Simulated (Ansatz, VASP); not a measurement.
## Al3VN4 in VASP and in Ansatz

```
Al V N
1.0
     2.86546    0.00000    0.00000
     0.00000    2.86546    0.00000
     0.00000    0.00000    8.36276
Al V N
3 1 4
Direct
  0.00000 0.00000 0.75360
  0.50000 0.50000 0.00000
  0.00000 0.00000 0.24640
  0.50000 0.50000 0.50000
  0.00000 0.00000 0.00000
  0.50000 0.50000 0.24356
  0.00000 0.00000 0.50000
  0.50000 0.50000 0.75644
```

Alike in both runs: functional PBE; k mesh 6 × 6 × 2; occupations gaussian, width 0.1 eV; collinear spin.

Ansatz relaxed the structure, and its values are those at the end. VASP's run is a single point on that final structure, the one shown.

|  | VASP | Ansatz |
| --- | --- | --- |
| version | VASP 6.6.1 | Ansatz 0.2.0 |
| potentials or method | VASP PAW PBE potentials, release 64 (Al, V_sv, N) | scalar-relativistic, plane waves, PAW |
| plane-wave cutoff (eV) | 520 | 420 |
| valence electrons in the cell | 42 | 42 |

|  | VASP | Ansatz | Ansatz less VASP |
| --- | --- | --- | --- |
| gap on the k mesh at the Fermi level (eV) | none | none | - |
| pressure (GPa) | 0.0 | 0.0 | 0.00 |
| rms of the force components (eV/Å) | 0.006 | 0.002 | -0.0045 |
| net moment per atom (μB) | 0.10 | 0.10 | 0.000 |
| size of the moment on the site where the two differ most (μB) | 0.70 | 0.58 | -0.125 |

Site moments also hang on the region over which each program counts them. A gap of «none» marks a metal or a gap that the smearing closes. With one functional, cell and mesh, what is left measures potentials, basis and numerics.

Caveats: the k mesh is coarse (spacing up to 0.38 Å⁻¹), so the values aren't converged.
